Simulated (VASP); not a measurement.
**A VASP study of SiN (vdW-DF): structure first, properties next**

Wanted: the relaxed cell of SiN and its properties. The steps: rough relaxation of the start cell, full relaxation (vdW-DF), density, ELF and potential (vdW-DF), bands along the symmetry lines (vdW-DF), total and projected DOS (vdW-DF), volume scan with vdW-DF, fit for vdW-DF, band structure (r2SCAN) and bands along the symmetry lines (TB-mBJ). The cell is invented: it takes the structure of a Materials Project entry for HfTiN2 (space group 166 there), with some of its atoms replaced by other elements, volume scaled by an estimate. It may not be a known or stable phase.

Main program and level: VASP 6.6.1; vdW-DF; plane waves and PAW (Si, N), in the first sound run; inputs show where later runs differ.

## (1) The structure

Before any relaxation, the start is as follows. Symmetry: R-3m, No. 166, trigonal system. Conventional cell: a = 3.396 Å, b = 3.396 Å, c = 16.438 Å, α = 90.00°, β = 90.00°, γ = 120.00°. Si has 6 N at 2.37 Å nearest. Si has 6 N at 2.41 Å nearest. Nearest to N lie 6 Si at 2.37 to 2.41 Å. It derives from HfTiN2. it takes the structure of a Materials Project entry for HfTiN2 (space group 166 there), with some of its atoms replaced by other elements, volume scaled by an estimate. Farther neighbours and most contacts between anions are not listed.

## (2) Rough relaxation of the start cell

The start is only an estimate, so a cheap relaxation brings it near a minimum before any careful run. The first vdW-DF uses revPBE exchange and tends to overestimate distances. LUSE_VDW switches on a nonlocal correlation term for dispersion.

The input, INCAR:

```
SYSTEM = SiN
PREC = Normal
ENCUT = 520
EDIFF = 1E-05
NELM = 60
ISMEAR = 0
SIGMA = 0.05
LREAL = .FALSE.
ALGO = Fast
GGA = RE
AGGAC = 0
LUSE_VDW = .TRUE.
LASPH = .TRUE.
NBANDS = 15
LORBIT = 11
LWAVE = .FALSE.
LCHARG = .FALSE.
KPAR = 2
IBRION = 2
NSW = 40
ISIF = 3
EDIFFG = -0.04
```

The input, POSCAR:

```
SiN
1.0
    1.6981540000      0.9804300000      5.4792250000
   -1.6981540000      0.9804300000      5.4792250000
    0.0000000000     -1.9608600000      5.4792250000
Si N
2 2
Direct
    0.5000000000      0.5000000000      0.5000000000
    0.0000000000      0.0000000000      0.0000000000
    0.2481062900      0.2481062900      0.2481062900
    0.7518937100      0.7518937100      0.7518937100
```

The input, KPOINTS:

```
Automatic mesh
0
Gamma
6 6 6
0 0 0
```

Potentials, in the order of the species: Si and N (PBE family, release 64).

The run is started by

```console
> mpirun -np 2 vasp_std
```

What it wrote:

```text
[banner, memory and clock lines left out]
running    2 mpi-ranks, on    1 nodes
 distrk:  each k-point on    1 cores,    2 groups
 distr:  one band on    1 cores,    1 groups

 POSCAR found type information on POSCAR SiN
 POSCAR found :  2 types and       4 ions
|                                                                             |
|               ----> ADVICE to this user running VASP <----                  |
|                                                                             |
|     You have switched on vdW-DFT.                                           |
|     This routine was written and supplied by Jiri Klimes. We recommend      |
|     that you carefully read and cite the following publications:            |
|       J. Klimes, D.R. Bowler, A. Michelides                                 |
|          J. Phys.: Cond Matt. 22 022201 (2010)                              |
|       J. Klimes, D.R. Bowler, A. Michelides                                 |
|          Phys. Rev. B. 83, 195131 (2011)                                    |
|     and references therein.                                                 |
|                                                                             |

|                                                                             |
|               ----> ADVICE to this user running VASP <----                  |
|                                                                             |
|     You enforced a specific xc type in the INCAR file but a different       |
|     [... a line on the potential file left out ...]
|     I HOPE YOU KNOW WHAT YOU ARE DOING!                                     |
|                                                                             |

 LDA part: xc-table for (Slater+PW92), standard interpolation
 POSCAR, INCAR and KPOINTS ok, starting setup
 FFT: planning ... GRIDC
 FFT: planning ... GRID_SOFT
 FFT: planning ... GRID
 WAVECAR not read
 entering main loop
       N       E                     dE             d eps       ncg     rms          rms(c)
DAV:   1     0.549629571769E+02    0.54963E+02   -0.82261E+03   968   0.103E+03
DAV:   2    -0.149831484019E+02   -0.69946E+02   -0.65097E+02  1336   0.187E+02
DAV:   3    -0.192089846670E+02   -0.42258E+01   -0.41880E+01  1135   0.481E+01
DAV:   4    -0.192614869948E+02   -0.52502E-01   -0.52355E-01  1279   0.558E+00
DAV:   5    -0.192625464938E+02   -0.10595E-02   -0.10571E-02  1166   0.712E-01    0.931E+00
RMM:   6    -0.168314421238E+02    0.24311E+01   -0.98190E+00   968   0.154E+01    0.397E+00
RMM:   7    -0.167126581473E+02    0.11878E+00   -0.82683E-01   960   0.776E+00    0.187E+00
RMM:   8    -0.167470625837E+02   -0.34404E-01   -0.22867E-01   963   0.320E+00    0.680E-01
RMM:   9    -0.167417957355E+02    0.52668E-02   -0.73859E-02   988   0.146E+00    0.217E-01
RMM:  10    -0.167431518807E+02   -0.13561E-02   -0.11641E-02   994   0.572E-01    0.118E-01
RMM:  11    -0.167436480434E+02   -0.49616E-03   -0.14748E-03   987   0.267E-01    0.152E-02
RMM:  12    -0.167436667851E+02   -0.18742E-04   -0.25162E-04   980   0.924E-02    0.116E-02
RMM:  13    -0.167436737371E+02   -0.69520E-05   -0.48406E-05   832   0.466E-02
   1 F= -.16743674E+02 E0= -.16742287E+02  d E =-.167437E+02
 curvature:   0.00 expect dE= 0.000E+00 dE for cont linesearch  0.000E+00
 trial: gam= 0.00000 g(F)=  0.118E-01 g(S)=  0.295E+01 ort = 0.000E+00 (trialstep = 0.100E+01)
 search vector abs. value=  0.296E+01
 bond charge predicted
       N       E                     dE             d eps       ncg     rms          rms(c)
DAV:   1    -0.234417979664E+02   -0.66981E+01   -0.14352E+02  1149   0.103E+02    0.175E+01
RMM:   2    -0.185188308311E+02    0.49230E+01   -0.12175E+01   961   0.241E+01    0.504E+00
RMM:   3    -0.184329311568E+02    0.85900E-01   -0.23329E+00   967   0.135E+01    0.208E+00
RMM:   4    -0.183280176492E+02    0.10491E+00   -0.20462E-01   962   0.395E+00    0.930E-01
RMM:   5    -0.183132780637E+02    0.14740E-01   -0.69795E-02   966   0.189E+00    0.443E-01
RMM:   6    -0.183157739802E+02   -0.24959E-02   -0.19321E-02   990   0.101E+00    0.350E-01
RMM:   7    -0.183143939417E+02    0.13800E-02   -0.29813E-03   961   0.424E-01    0.830E-02
RMM:   8    -0.183144300720E+02   -0.36130E-04   -0.65094E-04   973   0.195E-01    0.240E-02
RMM:   9    -0.183144416801E+02   -0.11608E-04   -0.77687E-05   840   0.807E-02    0.147E-02
RMM:  10    -0.183144377359E+02    0.39442E-05   -0.44362E-05   818   0.448E-02
   2 F= -.18314438E+02 E0= -.18313247E+02  d E =-.157076E+01
[... from here on, the cycles between the ionic steps are left out ...]
   3 F= -.18341218E+02 E0= -.18339700E+02  d E =-.159754E+01
   4 F= -.18417153E+02 E0= -.18415745E+02  d E =-.759341E-01
   5 F= -.18701808E+02 E0= -.18700878E+02  d E =-.360590E+00
   6 F= -.18333637E+02 E0= -.18333108E+02  d E =0.758149E-02
   7 F= -.18763364E+02 E0= -.18762529E+02  d E =-.422146E+00
   8 F= -.18769320E+02 E0= -.18768498E+02  d E =-.428102E+00
   9 F= -.18780930E+02 E0= -.18780238E+02  d E =-.116096E-01
  10 F= -.18807959E+02 E0= -.18807550E+02  d E =-.386386E-01
  11 F= -.18818723E+02 E0= -.18818408E+02  d E =-.494026E-01
  12 F= -.18872411E+02 E0= -.18872029E+02  d E =-.536882E-01
  13 F= -.19015541E+02 E0= -.19015068E+02  d E =-.196819E+00
  14 F= -.19205006E+02 E0= -.19203580E+02  d E =-.386283E+00
  15 F= -.19216746E+02 E0= -.19215866E+02  d E =-.398023E+00
  16 F= -.19242824E+02 E0= -.19241041E+02  d E =-.424101E+00
  17 F= -.19342771E+02 E0= -.19341664E+02  d E =-.999468E-01
  18 F= -.19417050E+02 E0= -.19416161E+02  d E =-.174225E+00
  19 F= -.19418004E+02 E0= -.19417123E+02  d E =-.175180E+00
  20 F= -.19431842E+02 E0= -.19430956E+02  d E =-.138381E-01
  21 F= -.19438408E+02 E0= -.19437316E+02  d E =-.204040E-01
  22 F= -.19447376E+02 E0= -.19445314E+02  d E =-.896759E-02
  23 F= -.19464315E+02 E0= -.19462861E+02  d E =-.259073E-01
  24 F= -.19464376E+02 E0= -.19462943E+02  d E =-.259683E-01
  25 F= -.19464405E+02 E0= -.19462966E+02  d E =-.259970E-01
 curvature:  -0.85 expect dE=-0.153E-02 dE for cont linesearch -0.169E-05
 trial: gam= 0.08281 g(F)=  0.522E-03 g(S)=  0.126E-02 ort = 0.247E-03 (trialstep = 0.807E+00)
 search vector abs. value=  0.204E-02
 bond charge predicted
       N       E                     dE             d eps       ncg     rms          rms(c)
DAV:   1    -0.194652818373E+02   -0.87380E-03   -0.49937E-02  1142   0.188E+00    0.141E-01
RMM:   2    -0.194650172101E+02    0.26463E-03   -0.82130E-04   960   0.211E-01    0.823E-02
RMM:   3    -0.194649556900E+02    0.61520E-04   -0.30254E-04   964   0.111E-01    0.248E-02
RMM:   4    -0.194649516120E+02    0.40780E-05   -0.33108E-05   768   0.570E-02
  26 F= -.19464952E+02 E0= -.19463507E+02  d E =-.546507E-03
 trial-energy change:   -0.000547  1 .order   -0.000559   -0.001459    0.000340
 step:   0.6545(harm=  0.6545)  dis= 0.00112  next Energy=   -19.464997 (dE=-0.591E-03)
 reached required accuracy - stopping structural energy minimisation
```

Wall time 12 min (2 MPI ranks of Intel Xeon 6975P-C (Granite Rapids), shared host); peak memory 0.76 GiB; 24 min of CPU time.

The logs omit lines about the potential files and the build; timing stands in the text.

From OUTCAR (step 2):

```text
ion  position               nearest neighbor table
   1  0.500  0.500  0.500-   3 2.37   3 2.37   4 2.37   4 2.37   3 2.37   4 2.37
   2  0.000  0.000  0.000-   4 2.41   4 2.41   3 2.41   3 2.41   4 2.41   3 2.41
   3  0.248  0.248  0.248-   1 2.37   1 2.37   1 2.37   2 2.41   2 2.41   2 2.41
   4  0.752  0.752  0.752-   1 2.37   1 2.37   1 2.37   2 2.41   2 2.41   2 2.41

  LATTYP: Found a trigonal (rhomboedric) cell.
 ALAT       =     5.8195254612
 COS(alpha) =     0.8297021352

 Subroutine GETGRP returns: Found 12 space group operations
 (whereof 12 operations were pure point group operations)

The static configuration has the point symmetry D_3d.

 Found     32 irreducible k-points:

   k-points           NKPTS =     32   k-points in BZ     NKDIM =     32   number of bands    NBANDS=     15

   dimension x,y,z NGX =    32 NGY =   32 NGZ =   32
   dimension x,y,z NGXF=    64 NGYF=   64 NGZF=   64

   ENCUT  =  520.0 eV  38.22 Ry    6.18 a.u.  10.82 10.82 10.82*2*pi/ulx,y,z

   NELECT =      18.0000    total number of electrons

 k-points in reciprocal lattice and weights: Automatic mesh
   0.00000000  0.00000000  0.00000000       0.005
   0.16666667  0.00000000 -0.00000000       0.028
   0.33333333  0.00000000  0.00000000       0.028
   0.50000000  0.00000000  0.00000000       0.014
   0.16666667  0.16666667  0.00000000       0.028
   0.33333333  0.16666667  0.00000000       0.056
   0.50000000  0.16666667  0.00000000       0.056
  -0.33333333  0.16666667  0.00000000       0.056
  -0.16666667  0.16666667  0.00000000       0.028
[...]
-0.33333333  0.50000000  0.33333333       0.028
   0.50000000  0.50000000  0.50000000       0.005

 average (electrostatic) potential at core
       1 -81.1442       2 -81.7536       3 -59.2429       4 -59.2429

 E-fermi :   9.3337

 k-point     1 :       0.0000    0.0000    0.0000
  band No.  band energies     occupation
    ...
      5       6.8355      2.00000
      6       7.3328      2.00000
      7       7.3328      2.00000
      8       8.1278      2.00000
      9       8.1278      2.00000
     10      14.4167      0.00000
     11      15.3833      0.00000
     12      16.5377      0.00000
     13      16.8376      0.00000
     14      16.8376      0.00000
    ...

 k-point     2 :       0.1667    0.0000   -0.0000
  band No.  band energies     occupation
    ...
      5       5.6647      2.00000
      6       6.5656      2.00000
      7       7.2134      2.00000
      8       8.0111      2.00000
      9       8.1056      2.00000
     10      13.6237      0.00000
     11      14.2477      0.00000
     12      16.1556      0.00000
     13      16.2145      0.00000
     14      17.2989      0.00000
    ...

 k-point     3 :       0.3333    0.0000    0.0000
  band No.  band energies     occupation
    ...
      5       3.3427      2.00000
      6       5.5973      2.00000
      7       6.3563      2.00000
      8       7.6758      2.00000
      9       8.4641      2.00000
     10      10.5857      0.00000
     11      12.5791      0.00000
     12      15.0965      0.00000
     13      15.5893      0.00000
     14      16.5743      0.00000
    ...

Total vdW correction in eV:      2.1967247

  Total        0.0001167      0.0001167      0.1238013      0.0000000      0.0000000      0.0000000
  in kB        0.0046560      0.0046560      4.9396839      0.0000000      0.0000000      0.0000000
  external PRESSURE =       1.6496653 kB  Pullay stress =       0.0000000 kB

  energy-cutoff  :      520.00
  volume of cell :       40.15
      direct lattice vectors                 reciprocal lattice vectors
     1.429623478  0.825393684  5.671560181     0.349742437  0.201923845  0.058772776
    -1.429623478  0.825393684  5.671560181    -0.349742437  0.201923845  0.058772776
    -0.000000000 -1.650787369  5.671560181     0.000000000 -0.403847691  0.058772776

 POSITION                                       TOTAL-FORCE (eV/Angst)
 -----------------------------------------------------------------------------------
     -0.00000      0.00000      8.50734         0.000000      0.000000      0.000000
     -0.00000      0.00000      0.00000        -0.000000      0.000000      0.000000
     -0.00000      0.00000      3.82374         0.000000      0.000000     -0.005599
     -0.00000      0.00000     13.19094        -0.000000     -0.000000      0.005599
 -----------------------------------------------------------------------------------
    total drift:                                0.000000      0.000000     -0.000000

  FREE ENERGIE OF THE ION-ELECTRON SYSTEM (eV)
  ---------------------------------------------------
  free  energy   TOTEN  =       -19.4649516120 eV

  energy  without entropy=      -19.4620627816  energy(sigma->0) =      -19.46350720

Total vdW correction in eV:      2.1966682

 reached required accuracy - stopping structural energy minimisation

 total charge
# of ion       s       p       d       tot
------------------------------------------
    1        0.621   0.836   0.000   1.457
    2        0.993   0.472   0.000   1.465
    3        1.262   2.497   0.000   3.759
    4        1.262   2.497   0.000   3.759
--------------------------------------------------
tot          4.139   6.302   0.000  10.440

[... 3 further parts left out ...]
```

The k-mesh is coarse for a metal. This relaxation is a rough one on cheap settings, only to bring the start near its minimum. The PAW data sets were made with PBE, which is usual practice but a small mismatch for other functionals. After so large a change of volume the plane waves of the start cell no longer fit, so the final stress carries a basis-set error. The run keeps the 12 symmetry operations of its start, so it cannot find a distortion of lower symmetry.

Step by step (22 of 26):

| step | energy less that of the first step (eV) | largest force (eV/Å) | pressure (GPa) | volume (Å³) |
| --- | --- | --- | --- | --- |
| 1 | 0.0000 | 0.3494 | -26.38 | 54.73 |
| 2 | -1.5708 | 0.8097 | 6.73 | 38.75 |
| 3 | -1.5975 | 0.7902 | 0.38 | 40.11 |
| 5 | -1.9581 | 0.9418 | 4.35 | 39.53 |
| 6 | -1.5900 | 2.8308 | 16.64 | 38.66 |
| 7 | -2.0197 | 0.3577 | 6.30 | 39.33 |
| 8 | -2.0256 | 0.0376 | 7.15 | 39.24 |
| 9 | -2.0373 | 0.0519 | 7.13 | 39.27 |
| 11 | -2.0750 | 1.0918 | 7.54 | 39.53 |
| 12 | -2.1287 | 1.1139 | 6.41 | 39.75 |
| 13 | -2.2719 | 1.1511 | 3.04 | 40.39 |
| 14 | -2.4613 | 1.3789 | -1.70 | 41.63 |
| 15 | -2.4731 | 1.4854 | -4.52 | 43.91 |
| 16 | -2.4992 | 1.4966 | -4.40 | 43.17 |
| 18 | -2.6734 | 0.2101 | -3.39 | 41.81 |
| 19 | -2.6743 | 0.1130 | -3.25 | 41.70 |
| 20 | -2.6882 | 0.2058 | -1.29 | 41.12 |
| 21 | -2.6947 | 0.3316 | 1.67 | 40.33 |
| 22 | -2.7037 | 0.2475 | 1.21 | 40.27 |
| 24 | -2.7207 | 0.0625 | 0.19 | 40.13 |
| 25 | -2.7207 | 0.0735 | 0.13 | 40.12 |
| 26 | -2.7213 | 0.0056 | 0.17 | 40.15 |

| cell as run | before | after | change |
| --- | --- | --- | --- |
| a (Å) | 5.820 | 5.907 | +1.5 % |
| b (Å) | 5.820 | 5.907 | +1.5 % |
| c (Å) | 5.820 | 5.907 | +1.5 % |
| α (°) | 33.93 | 28.01 | -17.4 % |
| β (°) | 33.93 | 28.01 | -17.4 % |
| γ (°) | 33.93 | 28.01 | -17.4 % |
| volume (Å³/atom) | 13.68 | 10.04 | -26.6 % |

The atoms that moved most (Å, as changes of fractional coordinates times the final cell):

| atom | dx | dy | dz | length |
| --- | --- | --- | --- | --- |
| N3 | 0.000 | 0.000 | -0.398 | 0.398 |
| N4 | 0.000 | 0.000 | 0.398 | 0.398 |

Final coordinates:

```xyz
4
Lattice="1.4296 0.8254 5.6716 -1.4296 0.8254 5.6716 0.0000 -1.6508 5.6716" Properties=species:S:1:pos:R:3 pbc="T T T"
Si    0.0000    0.0000    8.5073
Si    0.0000    0.0000    0.0000
N     0.0000    0.0000    3.8237
N     0.0000    0.0000   13.1909
```

This step gave:

```yaml
electrons: 18
bands: 15
irreducible_k_points: 32
symmetry_operations: 12
free_energy_toten: -19.46 eV
energy_at_zero_smearing: -19.46 eV
fermi_energy: 9.334 eV
pressure: 0.1650 GPa
metallic: yes
scf_cycles_over_all_ionic_steps: 172
```

It ends with a largest force of 0.006 eV/Å and a pressure of 0.16 GPa.

(Continued in part 2 of 6.)

[Lines on the potential files, build, host, timing and source positions are cut from VASP's logs without a mark.]

[Logs are printed without paths, hosts, clocks, repeated set-up lines and the standing remarks that a program may print on its own settings, such as how far it seeks lower states.]

[Hosts, paths, dates, database ids (printed as entryN), source tags and the programs' standing remarks are cut or masked in the printed files.]

[A measured line is paired with the nearest computed mode of its activity, which favours agreement.]
